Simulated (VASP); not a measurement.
All values below come from PBEsol GGA, VASP's PBE PAW potentials (set 64) (plane waves; VASP).

VASP ran on this input.

**INCAR**
```
! general
SYSTEM  = CoGe2
PREC    = Accurate
ENCUT   = 400   ! plane-wave cut-off (eV)
LREAL   = .False.   ! projection in real space or not
LASPH   = .True.   ! aspherical one-centre terms

! electronic loop
EDIFF   = 1E-6   ! SCF stop (eV)
NELM    = 100   ! most electronic steps
ALGO    = Normal   ! blocked Davidson
LMAXMIX = 4

! smearing
ISMEAR  = 1
SIGMA   = 0.1

! functional
GGA     = PS   ! PBEsol

! spin
ISPIN   = 2
MAGMOM  = 3*3.0 6*0.0

! ions
IBRION  = 2
NSW     = 60
ISIF    = 3
EDIFFG  = -0.02

! output
LWAVE   = .False.
LCHARG  = .False.
LORBIT  = 10
```

POSCAR:
```
CoGe2
1
    4.5311713735     0.0000000000    -0.0000000000
   -2.2655856868     3.9241094032     0.0000000000
    0.0000000000     0.0000000000     6.8937751225
Co Ge
3 6
Direct
  0.5000000000   0.0000000000   0.0000000000
  0.5000000000   0.5000000000   0.3333330000
  0.0000000000   0.5000000000   0.6666670000
  0.1701322074   0.3402644148   1.0000000000
  0.8298677926   0.1701322074   0.3333330000
  0.6597355852   0.8298677926   0.6666670000
  0.8298677926   0.6597355852   0.0000000000
  0.1701322074   0.8298677926   0.3333330000
  0.3402644148   0.1701322074   0.6666670000
```

### KPOINTS
```
kpoints
0
gamma
 7 7 4
0 0 0
```

POTCAR, in this order: Co Ge_d (PBE.64 set). Program: vasp_std.

Output of the run:

OSZICAR:
```
       N       E                     dE             d eps       ncg     rms          rms(c)
DAV:   1     0.116428012979E+04    0.11643E+04   -0.37774E+04  8220   0.385E+03
DAV:   2     0.202413256192E+03   -0.96187E+03   -0.91103E+03  6816   0.940E+02
DAV:   3    -0.335158319866E+02   -0.23593E+03   -0.22369E+03  6893   0.252E+02
DAV:   4    -0.549376780632E+02   -0.21422E+02   -0.20623E+02  7712   0.846E+01
DAV:   5    -0.555803915577E+02   -0.64271E+00   -0.63883E+00  7685   0.168E+01    0.247E+01
DAV:   6    -0.826420293273E+02   -0.27062E+02   -0.12248E+02  7678   0.885E+01    0.592E+01
DAV:   7    -0.534200811607E+02    0.29222E+02   -0.42713E+01  7630   0.652E+01    0.180E+01
DAV:   8    -0.512305909561E+02    0.21895E+01   -0.94513E+00  8469   0.233E+01    0.482E+00
DAV:   9    -0.515490798740E+02   -0.31849E+00   -0.20912E+00  8021   0.656E+00    0.165E+00
DAV:  10    -0.515845000458E+02   -0.35420E-01   -0.14444E-01  7703   0.295E+00    0.858E-01
DAV:  11    -0.515862215395E+02   -0.17215E-02   -0.12879E-02  8644   0.101E+00    0.551E-01
DAV:  12    -0.515898885647E+02   -0.36670E-02   -0.38755E-03  8662   0.582E-01    0.283E-01
DAV:  13    -0.515912215396E+02   -0.13330E-02   -0.27476E-03  9091   0.363E-01    0.108E-01
DAV:  14    -0.515912409013E+02   -0.19362E-04   -0.55533E-04  7970   0.129E-01    0.685E-02
DAV:  15    -0.515912263681E+02    0.14533E-04   -0.70547E-05  8462   0.604E-02    0.297E-02
DAV:  16    -0.515912221790E+02    0.41890E-05   -0.22720E-05  6382   0.320E-02    0.194E-02
DAV:  17    -0.515912215910E+02    0.58804E-06   -0.15490E-06  5309   0.897E-03
   1 F= -.51591222E+02 E0= -.51591002E+02  d E =-.515912E+02  mag=    -0.0014
       N       E                     dE             d eps       ncg     rms          rms(c)
DAV:   1    -0.516141571471E+02   -0.22935E-01   -0.42439E-01  8810   0.476E+00    0.101E+00
DAV:   2    -0.516183138307E+02   -0.41567E-02   -0.86450E-02  7692   0.361E+00    0.126E+00
DAV:   3    -0.515993314394E+02    0.18982E-01   -0.50340E-02  7415   0.236E+00    0.582E-01
DAV:   4    -0.515930026718E+02    0.63288E-02   -0.93192E-03 10131   0.115E+00    0.626E-02
DAV:   5    -0.515931872631E+02   -0.18459E-03   -0.25064E-03  7245   0.376E-01    0.422E-02
DAV:   6    -0.515931602880E+02    0.26975E-04   -0.14395E-04  9030   0.123E-01    0.226E-02
DAV:   7    -0.515931578784E+02    0.24096E-05   -0.17158E-05  9013   0.564E-02    0.416E-03
DAV:   8    -0.515931577009E+02    0.17748E-06   -0.16376E-06  4583   0.130E-02
   2 F= -.51593158E+02 E0= -.51593108E+02  d E =-.193611E-02  mag=    -0.0001
       N       E                     dE             d eps       ncg     rms          rms(c)
DAV:   1    -0.515979066297E+02   -0.47488E-02   -0.92959E-02  8803   0.224E+00    0.472E-01
DAV:   2    -0.515987315646E+02   -0.82493E-03   -0.18714E-02  7745   0.170E+00    0.581E-01
DAV:   3    -0.515946797110E+02    0.40519E-02   -0.10866E-02  7401   0.110E+00    0.273E-01
DAV:   4    -0.515932917406E+02    0.13880E-02   -0.20408E-03 10123   0.539E-01    0.293E-02
DAV:   5    -0.515933324834E+02   -0.40743E-04   -0.54607E-04  7224   0.175E-01    0.196E-02
DAV:   6    -0.515933271444E+02    0.53390E-05   -0.30873E-05  9030   0.570E-02    0.105E-02
DAV:   7    -0.515933268591E+02    0.28534E-06   -0.31628E-06  6088   0.263E-02
   3 F= -.51593327E+02 E0= -.51593350E+02  d E =-.210527E-02  mag=    -0.0000
       N       E                     dE             d eps       ncg     rms          rms(c)
DAV:   1    -0.516247147628E+02   -0.31388E-01   -0.48277E-01  8390   0.573E+00    0.124E+00
DAV:   2    -0.516426154212E+02   -0.17901E-01   -0.14972E-01  7794   0.458E+00    0.181E+00
DAV:   3    -0.516020092066E+02    0.40606E-01   -0.89993E-02  7416   0.309E+00    0.636E-01
DAV:   4    -0.515942671972E+02    0.77420E-02   -0.11762E-02  9536   0.123E+00    0.807E-02
DAV:   5    -0.515944375897E+02   -0.17039E-03   -0.30869E-03  7232   0.415E-01    0.467E-02
DAV:   6    -0.515944010054E+02    0.36584E-04   -0.21611E-04  8924   0.150E-01    0.256E-02
DAV:   7    -0.515943948766E+02    0.61288E-05   -0.22955E-05  8894   0.609E-02    0.528E-03
DAV:   8    -0.515943946839E+02    0.19265E-06   -0.22010E-06  5247   0.157E-02
   4 F= -.51594395E+02 E0= -.51594456E+02  d E =-.106782E-02  mag=     0.0000
```

### OUTCAR
```
------------------------ aborting loop because EDIFF is reached ----------------------------------------
  FORCE on cell =-STRESS in cart. coord.  units (eV):
  Direction    XX          YY          ZZ          XY          YZ          ZX
  --------------------------------------------------------------------------------------
  Total        0.0783708      0.0783708      0.0770341     -0.0000000      0.0000000      0.0000000
  in kB        1.0249515      1.0249514      1.0074705     -0.0000000      0.0000000      0.0000000
  external PRESSURE =       1.0191245 kB  Pullay stress =       0.0000000 kB
  volume of cell :      122.51
      direct lattice vectors                 reciprocal lattice vectors
     4.513877795  0.000000000  0.000000000     0.221539006  0.127905608 -0.000000000
    -2.256938897  3.909132726  0.000000000    -0.000000000  0.255811217 -0.000000000
     0.000000000  0.000000000  6.942745045     0.000000000 -0.000000000  0.144035247
 POSITION                                       TOTAL-FORCE (eV/Angst)
 -----------------------------------------------------------------------------------
     -0.00000      3.90913      0.00000        -0.000000     -0.000000      0.000000
      1.12847      1.95457      2.31425        -0.000000     -0.000000      0.000000
      3.38541      1.95457      4.62850        -0.000000     -0.000000      0.000000
     -0.00000      1.33331      0.00000         0.000000     -0.017704      0.000000
      3.35920      0.66665      2.31425         0.015332     -0.008852      0.000000
      1.10226      3.24248      4.62850         0.015332      0.008852     -0.000000
      2.25694      2.57583      0.00000        -0.000000      0.017704     -0.000000
     -1.10226      3.24248      2.31425        -0.015332      0.008852      0.000000
      1.15468      0.66665      4.62850        -0.015332     -0.008852     -0.000000
 -----------------------------------------------------------------------------------
    total drift:                                0.000000     -0.000000     -0.003059
  FREE ENERGIE OF THE ION-ELECTRON SYSTEM (eV)
  ---------------------------------------------------
  free  energy   TOTEN  =       -51.5943946839 eV

  energy  without entropy=      -51.5945778067  energy(sigma->0) =      -51.59445572

 total charge

# of ion       s       p       d       tot
------------------------------------------
    1        0.349   0.387   7.506   8.242
    2        0.349   0.387   7.506   8.242
    3        0.349   0.387   7.506   8.242
    4        1.164   1.148  10.095  12.407
    5        1.164   1.148  10.095  12.407
    6        1.164   1.148  10.095  12.407
    7        1.164   1.148  10.095  12.407
    8        1.164   1.148  10.095  12.407
    9        1.164   1.148  10.095  12.407
--------------------------------------------------
tot          8.028   8.051  83.092  99.171

 magnetization (x)

# of ion       s       p       d       tot
------------------------------------------
    1        0.000   0.000   0.000   0.000
    2        0.000   0.000   0.000   0.000
    3        0.000   0.000   0.000   0.000
    4       -0.000  -0.000   0.000  -0.000
    5       -0.000  -0.000   0.000  -0.000
    6       -0.000  -0.000   0.000  -0.000
    7       -0.000  -0.000   0.000  -0.000
    8       -0.000  -0.000   0.000  -0.000
    9       -0.000  -0.000   0.000  -0.000
--------------------------------------------------
tot          0.000  -0.000   0.000   0.000

 reached required accuracy - stopping structural energy minimisation
```
(Selected blocks of OUTCAR.)

CONTCAR:
```
CoGe2
   1.00000000000000
     4.5138777947648565    0.0000000000002207    0.0000000000000000
    -2.2569388974320468    3.9091327260129543    0.0000000000000000
     0.0000000000000000    0.0000000000000000    6.9427450451995876
  Co              Ge
     3     6
Direct
     0.5000000000000000    1.0000000000000000    0.0000000000000000
     0.5000000000000000    0.5000000000000000    0.3333330000000032
     1.0000000000000000    0.5000000000000000    0.6666669999999968
     0.1705372004963714    0.3410744009927429    0.0000000000000000
     0.8294627995035665    0.1705372004963715    0.3333330000000032
     0.6589255990071949    0.8294627995036284    0.6666669999999968
     0.8294627995036284    0.6589255990072570    0.0000000000000000
     0.1705372004964335    0.8294627995036284    0.3333330000000032
     0.3410744009928050    0.1705372004963714    0.6666669999999968
```

The structure was generated: CoGe2 was put into the CrSi2 type (P6_222), which need not be its known phase. This run relaxes it. Symmetry was kept, so distortions that lower it aren't found. The start is the result of an earlier pass.
